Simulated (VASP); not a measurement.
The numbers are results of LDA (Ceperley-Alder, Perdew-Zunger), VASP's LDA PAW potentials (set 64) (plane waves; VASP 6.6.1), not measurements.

VASP ran on this input.

File POSCAR:
```
Te2Au
1
    2.0679281890     3.5675242485    -0.0089424698
    2.0679281890    -3.5675242485     0.0089424698
    0.0000000000     0.0102701013    -5.0661984755
Te Au
2 1
Direct
  0.3269382238   0.6730617762   0.7109572455
  0.6730617762   0.3269382238   0.2890427545
  0.0000000000   0.0000000000   0.0000000000
```

**INCAR**
```
SYSTEM = Te2Au
PREC = Accurate
ENCUT = 400
EDIFF = 1E-8
NELM = 100
ALGO = Normal
LREAL = .FALSE.
LASPH = .TRUE.
ISMEAR = 1
SIGMA = 0.1
LMAXMIX = 6
LWAVE = .FALSE.
LCHARG = .FALSE.
IBRION = 1
ISIF = 2
NSW = 30
EDIFFG = -0.001
```

**KPOINTS**
```
Automatic mesh
0
G
  8 8 6
0 0 0
```

POTCAR, in this order: Te Au (LDA.64 set). Program: vasp_std.

Unless said otherwise, spin-orbit coupling is left out, though it shifts the bands of the heavy elements here.

Problem. What does the run give for the energy per atom (σ→0), band gap (on the k-mesh)?

Solution. 
* **energy per atom (σ→0)**: -4.124 eV/atom
* **band gap (on the k-mesh)**: none (metal, semimetal or under 0.01 eV)

### OSZICAR
```
...
DAV:   3    -0.123731658213E+02    0.12133E-08   -0.34056E-09  2606   0.521E-04
   4 F= -.12373166E+02 E0= -.12372725E+02  d E =-.473577E-06
       N       E                     dE             d eps       ncg     rms          rms(c)
DAV:   1    -0.123731646468E+02    0.11757E-05   -0.13248E-03  3616   0.202E-01    0.154E-02
DAV:   2    -0.123731682241E+02   -0.35773E-05   -0.42739E-05  4043   0.402E-02    0.520E-03
DAV:   3    -0.123731682212E+02    0.28829E-08   -0.37754E-07  4050   0.526E-03    0.272E-03
DAV:   4    -0.123731682141E+02    0.71038E-08   -0.24288E-08  3614   0.151E-03
   5 F= -.12373168E+02 E0= -.12372704E+02  d E =-.239284E-05
```

The compound is Te2Au in the sg12 structure. This run relaxes the ions in a fixed cell. Symmetry was kept, so distortions that lower it aren't found. The start is the result of an earlier pass. The electron count is odd and the run is not spin-polarised, which forces a metal.
